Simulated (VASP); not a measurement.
Crystal: Y.

```xyz
2
Lattice="3.6426 0.0000 0.0000 -1.8213 3.1546 0.0000 0.0000 0.0000 5.8792" Properties=species:S:1:pos:R:3 pbc="T T T"
Y     0.0000    2.1030    1.4698
Y     1.8213    1.0515    4.4094
```

| Item | Value |
| --- | --- |
| Program | VASP 6.6.1 |
| Task | relaxation of cell and atoms |
| Functional | PBE |
| Potentials or basis | VASP PAW PBE potentials, release 64 (Y_sv) |
| Cutoff | 600 eV |
| k mesh | 15 × 15 × 8 |
| Occupations | gaussian, width 0.1 eV |
| Spin | no spin polarisation |

At the start: pressure -1.2 GPa; volume 33.78 Å³/atom.

**Question.** How do energy, volume and symmetry change on relaxing?

**Answer.** Over 5 steps the energy falls by 9.8 meV/atom and the volume is 32.75 Å³/atom (-3.0 %); space group P6_3/mmc (No. 194, to 0.05 Å).

The path:
```tsv
step	energy change (eV)	largest force (eV/Å)	pressure (GPa)	volume (Å³)
1	0.0000	0.0000	-1.17	67.56
2	-0.0169	0.0000	0.22	65.17
3	-0.0171	0.0000	0.32	64.96
4	-0.0194	0.0000	0.09	65.37
5	-0.0196	0.0000	0.01	65.51
```

Final structure:
```
Y
1.0
     3.65233    0.00000    0.00000
    -1.82617    3.16301    0.00000
     0.00000    0.00000    5.67069
Y
2
Direct
  0.33333 0.66667 0.25000
  0.66667 0.33333 0.75000
```
